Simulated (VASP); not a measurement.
Runs of VASP 6.6.1 on InAs (d3). The structure is cubic, space group F-43m (No. 216). Conventional cell: a = 6.036 Å, b = 6.036 Å, c = 6.036 Å, α = 90.00°, β = 90.00°, γ = 90.00°. Around In (site symmetry -43m) lie 4 As at 2.61 Å. As (site symmetry -43m) is surrounded by 4 In at 2.61 Å. 

```csv
task,cell,cutoff (eV),smearing,gap on the mesh (eV),pressure (GPa),relaxed volume (Å³/atom)
relaxation of cell and atoms,relaxed from: cell and atoms relaxed tightly for response,600,fermi-dirac 0.15 eV,none,0.0,(a)
single point,cell and atoms relaxed tightly for response,520,fermi-dirac 0.15 eV,none,0.1,-
relaxation of cell and atoms,relaxed,600,gaussian 0.1 eV,none,0.0,28.56
single point,"F-43m, 28.53 Å³/atom",520,gaussian 0.1 eV,none,0.1,-
```

Alike in all rows: level PBE+D3(BJ); potentials or basis VASP PAW PBE potentials, release 64 (In_d, As); no spin polarisation; k mesh 12 × 12 × 12.

Fill in the values left out.

(a) 28.58.

Caveats: pairwise dispersion overbinds metals, which lowers pressure and volume; this crystal is a semiconductor, whose small gap the functional closes, so the metal is an error of the method (some runs).

A k mesh can miss the band edges, and the runs leave out spin-orbit coupling on As, In.

A gap of «none» marks a metal or a gap under the smearing width.
